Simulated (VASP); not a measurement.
Shape and ions are relaxed at each volume.

Energy against volume of MnS (rock salt, AFM-II order). These are vdW-DF-cx, VASP's PBE PAW potentials (set 64) (plane waves; VASP) values and carry that method's errors.

```csv
V (Å³/atom),E (eV/atom)
15.231,-4.87522
15.717,-4.88768
16.203,-4.89164
16.690,-4.88813
17.176,-4.87808
```

Problem. Fit a third-order Birch-Murnaghan equation of state.

Solution. 
```json
{
 "volume_per_atom": "16.21 Å³/atom",
 "bulk_modulus": "81.8 GPa",
 "pressure_derivative_of_the_bulk_modulus": "3.33"
}
```

The compound is MnS in the rock salt, AFM-II order structure. It was relaxed first, which changed the volume by -9 %.
